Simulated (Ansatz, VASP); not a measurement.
# Two plane-wave programs on CuW3

```
Cu W
1.0
     5.01419    0.00000    0.00000
     0.00000    5.01419    0.00000
     0.00000    0.00000    5.01419
Cu W
2 6
Direct
  0.00000 0.00000 0.00000
  0.50000 0.50000 0.50000
  0.00000 0.50000 0.25000
  0.00000 0.50000 0.75000
  0.25000 0.00000 0.50000
  0.75000 0.00000 0.50000
  0.50000 0.75000 0.00000
  0.50000 0.25000 0.00000
```

Alike in both runs: task relaxation of cell and atoms; functional PBE; k mesh 4 × 4 × 4; occupations gaussian, width 0.1 eV; no spin polarisation.

|  | VASP | Ansatz |
| --- | --- | --- |
| version | VASP 6.6.1 | Ansatz 0.2.0 |
| potentials or method | VASP PAW PBE potentials, release 64 (Cu, W_sv) | scalar-relativistic, plane waves, PAW |
| plane-wave cutoff (eV) | 600 | 420 |
| valence electrons in the cell | 106 | 122 |

Ansatz gave:

| Property | Result |
| --- | --- |
| gap on the k mesh at the Fermi level, each at its own relaxed structure (eV) | none |
| relaxed volume (Å³/atom) | 15.17 |
| relaxed cell length with the largest relative difference (Å) | 4.951 |
| energy change over the relaxation (meV/atom) | -17 |

**Question.** Estimate VASP's values.

**Answer.** gap on the k mesh at the Fermi level, each at its own relaxed structure (eV): none; relaxed volume (Å³/atom): 15.24; relaxed cell length with the largest relative difference (Å): 4.959; energy change over the relaxation (meV/atom): -14.

A gap of «none» marks a metal or a gap that the smearing closes. The two sets of potentials don't hold the same shells in valence.

Spin-orbit coupling is left out, which matters for the levels of W.
